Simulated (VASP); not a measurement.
The system is Sc2InSb3.

```
Sc In Sb
1.0
     4.48129    0.00000    0.00000
    -2.24064    3.88091    0.00000
     0.00000    0.00000    9.93950
Sc In Sb
2 1 3
Direct
  0.33333 0.66667 0.15836
  0.33333 0.66667 0.84164
  0.00000 0.00000 0.00000
  0.66667 0.33333 0.00000
  0.33333 0.66667 0.37617
  0.33333 0.66667 0.62383
```

The cell was built by a generator and needn't be a form met in nature.

- Program: VASP 6.6.1
- Task: relaxation of cell and atoms
- Functional: PBE
- Potentials or basis: VASP PAW PBE potentials, release 64 (Sc_sv, In_d, Sb)
- Cutoff: 520 eV
- k mesh: 5 × 5 × 2
- Occupations: gaussian, width 0.15 eV
- Spin: no spin polarisation

At the start: pressure 23.3 GPa; volume 28.81 Å³/atom.

Question: How do energy, volume and symmetry change on relaxing?

Answer: Over 13 steps the energy falls by 815.7 meV/atom and the volume is 38.50 Å³/atom (+33.6 %); space group P-6m2 (No. 187, to 0.05 Å).

Step by step:
```csv
step,energy change (eV),largest force (eV/Å),pressure (GPa),volume (Å³)
1,0.0000,8.1562,23.31,172.86
2,-2.8622,0.5534,-4.67,292.36
3,-4.2753,2.1240,2.13,222.42
4,-4.3078,2.2056,2.27,220.11
5,-4.1050,2.6731,9.35,195.83
6,-4.3257,2.5626,3.17,215.11
7,-4.3429,2.6860,4.15,210.56
8,-4.5916,0.8578,-2.10,239.78
9,-4.7065,0.3714,-0.23,227.73
10,-4.8810,0.2227,-0.19,230.76
11,-4.8899,0.2775,-0.14,231.40
12,-4.8902,0.2859,-0.10,231.53
13,-4.8944,0.0779,-0.08,230.97
```

Final structure:
```
Sc In Sb
1.0
     4.87121    0.00000    0.00000
    -2.43560    4.21859    0.00000
     0.00000    0.00000   11.23963
Sc In Sb
2 1 3
Direct
  0.33333 0.66667 0.14019
  0.33333 0.66667 0.85981
  0.00000 0.00000 0.00000
  0.66667 0.33333 0.00000
  0.33333 0.66667 0.38579
  0.33333 0.66667 0.61421
```

Caveat: the volume moved by over 15 % at a fixed basis, so the end points are rough.
